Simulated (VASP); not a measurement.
# Mg2Br3 (Pm-3m) in VASP: a series of runs, part 2 of 2

VASP 6.6.1. Earlier steps stand in the parts before.

## (3) Single point, PBE (cell x2)

INCAR

```
SYSTEM = Mg2Br3
PREC     = Accurate       ! precision mode
ENCUT    = 520            ! plane-wave cutoff, eV
EDIFF    = 1E-6           ! SCF threshold, eV
ISMEAR   = 0              ! smearing method
SIGMA    = 0.2            ! smearing width, eV
LREAL    = .FALSE.        ! projectors in reciprocal space
LASPH    = .TRUE.         ! aspherical terms in the spheres
NELM     = 60             ! most SCF steps
ALGO     = Fast           ! electronic algorithm
ISIF     = 2              ! what is computed and relaxed
LWAVE    = .FALSE.        ! write WAVECAR
LCHARG   = .TRUE.         ! write CHGCAR
GGA      = PE             ! functional
LELF     = .TRUE.         ! ELF
LVHAR    = .TRUE.       
NBANDS   = 36             ! bands
```

KPOINTS

```
regular mesh
0
G
  4 4 2
  0 0 0
```

POSCAR

```
Mg2Br3
1.0
    5.2588908727      0.0000000000      0.0000000000
    0.0000000000      5.2588908727      0.0000000000
    0.0000000000      0.0000000000     10.5177817455
Mg Br
4 6
Direct
    1.0000000000      0.0000000000      0.5000000000
    1.0000000000      0.0000000000      0.0000000000
    0.5000000000      0.5000000000      0.2500000000
    0.5000000000      0.5000000000      0.7500000000
    0.0000000000      0.5000000000      0.2500000000
    0.0000000000      0.5000000000      0.7500000000
    0.5000000000      0.0000000000      0.2500000000
    0.5000000000      0.0000000000      0.7500000000
    0.5000000000      0.5000000000      0.0000000000
    0.5000000000      0.5000000000      0.5000000000
```

Potentials or basis: VASP PAW PBE potentials, release 64 (Mg, Br).

Launch:

```
> cat potpaw_PBE.64/Mg/POTCAR potpaw_PBE.64/Br/POTCAR > POTCAR
> mpirun -np 1 vasp_std > vasp.out
```

OUTCAR:

```text
SYSTEM = Mg2Br3
   PREC = Accurate
   ENCUT = 520
   EDIFF = 1E-6
   ISMEAR = 0
   LREAL = .FALSE.
   LASPH = .TRUE.
   NELM = 60
   ISIF = 2
   GGA = PE

 ion  position               nearest neighbor table
   1  0.000  0.000  0.500-
   2  0.000  0.000  0.000-
   3  0.500  0.500  0.250-   5 2.63   7 2.63   7 2.63   5 2.63   9 2.63  10 2.63
   4  0.500  0.500  0.750-   6 2.63   8 2.63   8 2.63   6 2.63   9 2.63  10 2.63
   5  0.000  0.500  0.250-   3 2.63   3 2.63
   6  0.000  0.500  0.750-   4 2.63   4 2.63
   7  0.500  0.000  0.250-   3 2.63   3 2.63
   8  0.500  0.000  0.750-   4 2.63   4 2.63
   9  0.500  0.500  0.000-   3 2.63   4 2.63
  10  0.500  0.500  0.500-   3 2.63   4 2.63

  LATTYP: Found a simple tetragonal cell.
 ALAT       =     5.2588908727
 C/A-ratio  =     2.0000000000

  Lattice vectors:

 A1 = (   5.2588908727,   0.0000000000,   0.0000000000)
 A2 = (   0.0000000000,   5.2588908727,   0.0000000000)
 A3 = (   0.0000000000,   0.0000000000,  10.5177817455)

Analysis of symmetry for initial positions (statically):
=====================================================================
 Subroutine PRICEL returns following result:

  LATTYP: Found a simple cubic cell.
 ALAT       =     5.2588908727

  Lattice vectors:

 A1 = (   5.2588908727,   0.0000000000,   0.0000000000)
 A2 = (   0.0000000000,   5.2588908727,   0.0000000000)
 A3 = (   0.0000000000,   0.0000000000,   5.2588908728)

   2 primitive cells build up your supercell.

 Routine SETGRP: Setting up the symmetry group for a
 simple tetragonal supercell.

 Subroutine GETGRP returns: Found 16 space group operations
 (whereof 16 operations were pure point group operations)
 out of a pool of 16 trial point group operations.

The static configuration has the point symmetry D_4h.

Analysis of symmetry for dynamics (positions and initial velocities):
=====================================================================
 Subroutine PRICEL returns following result:

  LATTYP: Found a simple cubic cell.
 ALAT       =     5.2588908727

  Lattice vectors:

 A1 = (   5.2588908727,   0.0000000000,   0.0000000000)
 A2 = (   0.0000000000,   5.2588908727,   0.0000000000)
 A3 = (   0.0000000000,   0.0000000000,   5.2588908728)

   2 primitive cells build up your supercell.

 Routine SETGRP: Setting up the symmetry group for a
 simple tetragonal supercell.

 Subroutine GETGRP returns: Found 16 space group operations
 (whereof 16 operations were pure point group operations)
 out of a pool of 16 trial point group operations.

The dynamic configuration has the point symmetry D_4h.

 Subroutine INISYM returns: Found 16 space group operations
 (whereof 16 operations are pure point group operations),
 and found     2 'primitive' translations

----------------------------------------------------------------------------------------

                                     Primitive cell

  volume of cell :     145.4395

[... 57 lines left out ...]
  0.000000  0.000000  0.500000      1.000000
  0.250000  0.000000  0.500000      4.000000
  0.500000  0.000000  0.500000      2.000000
  0.250000  0.250000  0.500000      4.000000
  0.500000  0.250000  0.500000      4.000000
  0.500000  0.500000  0.500000      1.000000
   k-points           NKPTS =     12   k-points in BZ     NKDIM =     12   number of bands    NBANDS=     36
   number of dos      NEDOS =    301   number of ions     NIONS =     10
   total plane-waves  NPLWV = 128000
   dimension x,y,z NGX =    40 NGY =   40 NGZ =   80
   dimension x,y,z NGXF=    80 NGYF=   80 NGZF=  160
   ions per type =               4   6
   NGX,Y,Z   is equivalent  to a cutoff of  12.64, 12.64, 12.64 a.u.
   NGXF,Y,Z  is equivalent  to a cutoff of  25.29, 25.29, 25.29 a.u.
 SYSTEM =  Mg2Br3
   PREC   = accura    normal or accurate (medium, high low for compatibility)
   ISTART =      0    job   : 0-new  1-cont  2-samecut
   ICHARG =      2    charge: 1-file 2-atom 10-const
   ISPIN  =      1    spin polarized calculation?
   LNONCOLLINEAR =      F non collinear calculations
   LSORBIT =      F    spin-orbit coupling
   LASPH  =      T    aspherical Exc in radial PAW
   ENCUT  =  520.0 eV  38.22 Ry    6.18 a.u.   9.78  9.78 19.56*2*pi/ulx,y,z
   NELM   =     60;   NELMIN=  2; NELMDL= -5     # of ELM steps
   EDIFF  = 0.1E-05   stopping-criterion for ELM
   LREAL  =      F    real-space projection
   EDIFFG = 0.1E-04   stopping-criterion for IOM
   NSW    =      0    number of steps for IOM
   IBRION =     -1    ionic relax: 0-MD 1-quasi-New 2-CG
   NFREE  =      0    steps in history (QN), initial steepest desc. (CG)
   ISIF   =      2    stress and relaxation
   ISYM   =      2    0-nonsym 1-usesym 2-fastsym
   POTIM  = 0.5000    time-step for ionic-motion
   TEBEG  =    0.0;   TEEND  =   0.0 temperature during run
   PSTRESS=    0.0 pullay stress
   NELECT =      50.0000    total number of electrons
   NUPDOWN=      -1.0000    fix difference up-down
   EMIN   =  10.00;   EMAX   =-10.00  energy-range for DOS
   EFERMI =   0.00;   METHOD = LEGACY
   ISMEAR =     0;   SIGMA  =   0.20  broadening in eV -4-tet -1-fermi 0-gaus
   EFERMI_NEDOS =   21; number of points for ismear=-14 and -15
   IALGO  =     68    algorithm
   IMIX   =      4    mixing-type and parameters
     AMIX     =   0.40;   BMIX     =  1.00
     AMIX_MAG =   1.60;   BMIX_MAG =  1.00
  volume/ion in A,a.u.               =      29.09       196.29
  Fermi-wavevector in a.u.,A,eV,Ry     =   0.910250  1.720123 11.273175  0.828555
  Thomas-Fermi vector in A             =   2.034390
   LORBIT       =      0    0 simple, 1 ext, 2 COOP (PROOUT), +10 PAW based schemes
   GGA     = PE    functional components
   LHFCALC =     F    Hartree Fock is set to
   AEXX    =    0.0000 exact exchange contribution
   IVDW    =     0    specifies the selected vdW correction
   LEPSILON=     F    determine dielectric tensor
   LRPA    =     F    only Hartree local field effects (RPA)
 non-spin polarized calculation
 RMM-DIIS sequential band-by-band and
 Gauss-broadening in eV      SIGMA  =   0.20
  energy-cutoff  :      520.00
  volume of cell :      290.88
 maximum number of plane-waves:      7904
 NGX is ok and might be reduce to    40
   NGX = 19   NGY = 19   NGZ = 39

 number of electron      50.0000006 magnetization

 Free energy of the ion-electron system (eV)
  ---------------------------------------------------
  ext. energy  EPLUGINS =         0.00000000
  ---------------------------------------------------
  free energy    TOTEN  =       -24.94193260 eV

  energy without entropy =      -24.82975338  energy(sigma->0) =      -24.88584299

 E-fermi :   2.1162     XC(G=0):  -8.1136

 val. band max:        2.1023829776   @ k =   0.5000   0.2500   0.5000
 cond. band min:       2.1312014277   @ k =   0.2500   0.2500   0.5000
 fundamental gap:      0.0288184502
 Fermi energy:         2.1162361494

 k-point     1 :       0.0000    0.0000    0.0000
  band No.  band energies     occupation
      1     -13.7797      2.00000
      2     -13.5256      2.00000
      3     -13.2344      2.00000
      4     -12.9633      2.00000
      5     -12.9633      2.00000
      6     -12.9562      2.00000
[... 457 lines left out ...]
     35       6.7815      0.00000
     36       6.7815      0.00000

------------------------ aborting loop because EDIFF is reached ----------------------------------------

  FORCE on cell =-STRESS in cart. coord.  units (eV):
  Direction    XX          YY          ZZ          XY          YZ          ZX
  --------------------------------------------------------------------------------------
  -------------------------------------------------------------------------------------
  Total       -0.0032132     -0.0032132     -0.0033810      0.0000000      0.0000000     -0.0000000
  in kB       -0.0176987     -0.0176987     -0.0186228      0.0000000      0.0000000     -0.0000000
  external PRESSURE =      -0.0180067 kB  Pullay stress =       0.0000000 kB

 VOLUME and BASIS-vectors are now :
 -----------------------------------------------------------------------------
  energy-cutoff  :      520.00
  volume of cell :      290.88
      direct lattice vectors                 reciprocal lattice vectors
     5.258890873  0.000000000  0.000000000     0.190154164  0.000000000  0.000000000
     0.000000000  5.258890873  0.000000000     0.000000000  0.190154164  0.000000000
     0.000000000  0.000000000 10.517781746     0.000000000  0.000000000  0.095077082

 POSITION                                       TOTAL-FORCE (eV/Angst)
 -----------------------------------------------------------------------------------
      0.00000      0.00000      5.25889        -0.000000     -0.000000      0.000000
      0.00000      0.00000      0.00000        -0.000000     -0.000000      0.000000
      2.62945      2.62945      2.62945        -0.000000     -0.000000      0.000000
      2.62945      2.62945      7.88834         0.000000      0.000000      0.000000
      0.00000      2.62945      2.62945        -0.000000     -0.000000      0.000000
      0.00000      2.62945      7.88834        -0.000000     -0.000000      0.000000
      2.62945      0.00000      2.62945        -0.000000     -0.000000      0.000000
      2.62945      0.00000      7.88834        -0.000000     -0.000000      0.000000
      2.62945      2.62945      0.00000        -0.000000     -0.000000     -0.000000
      2.62945      2.62945      5.25889         0.000000      0.000000     -0.000000
 -----------------------------------------------------------------------------------
    total drift:                                0.000000      0.000000     -0.000000

  FREE ENERGIE OF THE ION-ELECTRON SYSTEM (eV)
  ---------------------------------------------------
  free  energy   TOTEN  =       -24.9419326002 eV

  energy  without entropy=      -24.8297533775  energy(sigma->0) =      -24.88584299
```

Run time: 2.2 min. Hardware: 1 thread of Intel Xeon Platinum 8259CL at 2.50GHz (Skylake/Cascade Lake), shared host; peak memory 0.4 GiB.

Results:

* Free energy: -24.9419 eV
* Pressure: 0.0 GPa
* Band gap on the k mesh: none (metal or under the smearing width)
